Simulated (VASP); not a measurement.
The system is TiN.

```xyz
2
Lattice="0.0000 2.1190 2.1190 2.1190 0.0000 2.1190 2.1190 2.1190 0.0000" Properties=species:S:1:pos:R:3 pbc="T T T"
Ti    0.0000    0.0000    0.0000
N     2.1190    2.1190    2.1190
```

```yaml
Program: VASP 6.6.1
Task: relaxation of cell and atoms
Functional: PBEsol
Potentials_or_basis: VASP PAW PBE potentials, release 64 (Ti_sv, N)
Cutoff: 520 eV
k_mesh: 12 × 12 × 12
Occupations: gaussian, width 0.02 eV
Spin: no spin polarisation
```

At the start: pressure -6.5 GPa; volume 9.51 Å³/atom.

Problem. Where does the relaxation end?

Solution. Over 4 steps the energy falls by 4.4 meV/atom and the volume is 9.30 Å³/atom (-2.2 %); space group Fm-3m (No. 225, to 0.05 Å).

The path:
```csv
step,energy change (eV),largest force (eV/Å),pressure (GPa),volume (Å³)
1,0.0000,0.0000,-6.45,19.03
2,0.0118,0.0000,10.71,17.99
3,-0.0089,0.0000,-0.20,18.62
4,-0.0089,0.0000,-0.02,18.60
```

Final structure:
```
Ti N
1.0
     0.00000    2.10313    2.10313
     2.10313    0.00000    2.10313
     2.10313    2.10313    0.00000
Ti N
1 1
Direct
  0.00000 0.00000 0.00000
  0.50000 0.50000 0.50000
```

Caveat: the PAW data sets were made with another functional, which shifts forces and pressure a little.
